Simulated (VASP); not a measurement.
Output of a VASP run:

OSZICAR:
```
       N       E                     dE             d eps       ncg     rms          rms(c)
DAV:   1     0.204088512796E+03    0.20409E+03   -0.14858E+04  1288   0.126E+03
DAV:   2    -0.260419763704E+02   -0.23013E+03   -0.22472E+03  1512   0.348E+02
DAV:   3    -0.355567908133E+02   -0.95148E+01   -0.90348E+01  1684   0.605E+01
DAV:   4    -0.357502630452E+02   -0.19347E+00   -0.19153E+00  1592   0.759E+00
DAV:   5    -0.357558071889E+02   -0.55441E-02   -0.55365E-02  1648   0.101E+00    0.191E+01
DAV:   6    -0.349143047470E+02    0.84150E+00   -0.23074E+00  1656   0.103E+01    0.928E+00
DAV:   7    -0.346971258403E+02    0.21718E+00   -0.87385E-01  1628   0.551E+00    0.194E+00
DAV:   8    -0.346568599484E+02    0.40266E-01   -0.17299E-01  1652   0.240E+00    0.402E-01
DAV:   9    -0.346554245555E+02    0.14354E-02   -0.88054E-03  1608   0.622E-01    0.149E-01
DAV:  10    -0.346551684262E+02    0.25613E-03   -0.13305E-03  1656   0.290E-01    0.472E-02
DAV:  11    -0.346551629469E+02    0.54793E-05   -0.11185E-04  1528   0.820E-02    0.338E-02
DAV:  12    -0.346551613131E+02    0.16338E-05   -0.19954E-05  1504   0.373E-02    0.794E-03
DAV:  13    -0.346551611288E+02    0.18432E-06   -0.83146E-07  1004   0.754E-03
   1 F= -.34655161E+02 E0= -.34653343E+02  d E =-.346552E+02
```

### OUTCAR
```
------------------------ aborting loop because EDIFF is reached ----------------------------------------
  FORCE on cell =-STRESS in cart. coord.  units (eV):
  Direction    XX          YY          ZZ          XY          YZ          ZX
  --------------------------------------------------------------------------------------
  Total        0.0133296      0.0133296      0.0382653      0.0000000      0.0000000      0.0000000
  in kB        0.2953732      0.2953732      0.8479302      0.0000000      0.0000000      0.0000000
  external PRESSURE =       0.4795588 kB  Pullay stress =       0.0000000 kB
  volume of cell :       72.30
      direct lattice vectors                 reciprocal lattice vectors
     3.000008959  0.000000000  0.000000000     0.333332338  0.192449519  0.000000000
    -1.500004479  2.598083921  0.000000000     0.000000000  0.384899037  0.000000000
     0.000000000  0.000000000  9.276418097     0.000000000  0.000000000  0.107800230
 POSITION                                       TOTAL-FORCE (eV/Angst)
 -----------------------------------------------------------------------------------
     -0.00000      1.73206      0.43968        -0.000000     -0.000000      0.009379
      1.50001      0.86603      5.07789         0.000000      0.000000      0.009379
     -0.00000      1.73206      3.03898         0.000000     -0.000000     -0.009379
      1.50001      0.86603      7.67719         0.000000     -0.000000     -0.009379
 -----------------------------------------------------------------------------------
    total drift:                               -0.000680      0.000392     -0.000674
  FREE ENERGIE OF THE ION-ELECTRON SYSTEM (eV)
  ---------------------------------------------------
  free  energy   TOTEN  =       -34.6551611288 eV

  energy  without entropy=      -34.6497071869  energy(sigma->0) =      -34.65334315

 reached required accuracy - stopping structural energy minimisation
```
(Selected blocks of OUTCAR.)

### POSCAR
```
TaAs
1
    3.0000089585     0.0000000000    -0.0000000000
   -1.5000044792     2.5980839213    -0.0000000000
    0.0000000000     0.0000000000     9.2764180973
Ta As
2 2
Direct
  0.3333330000   0.6666670000   0.0473971729
  0.6666670000   0.3333330000   0.5473971729
  0.3333330000   0.6666670000   0.3276028271
  0.6666670000   0.3333330000   0.8276028271
```

Problem. Reconstruct the remaining input files.

Solution. This is not unique; one that fits is the input of the run itself, PBEsol GGA, plane waves, VASP's PBE PAW potentials (set 64).

### INCAR
```
ALGO = Normal
EDIFF = 1E-6
EDIFFG = -0.02
ENCUT = 400
GGA = PS
IBRION = 2
ISIF = 3
ISMEAR = 1
LASPH = .TRUE.
LCHARG = .FALSE.
LMAXMIX = 6
LREAL = .FALSE.
LWAVE = .FALSE.
NELM = 100
NSW = 60
PREC = Accurate
SIGMA = 0.1
SYSTEM = TaAs
```

File KPOINTS:
```
Automatic mesh
0
Gamma
11 11 3
0 0 0
```

POTCAR, in this order: Ta_pv As (PBE.64 set). Program: vasp_std.

The structure was generated: TaAs was put into the wurtzite type (P6_3mc), which need not be its known phase. It was relaxed first, which changed the volume by -51 %. The start is the result of an earlier pass.
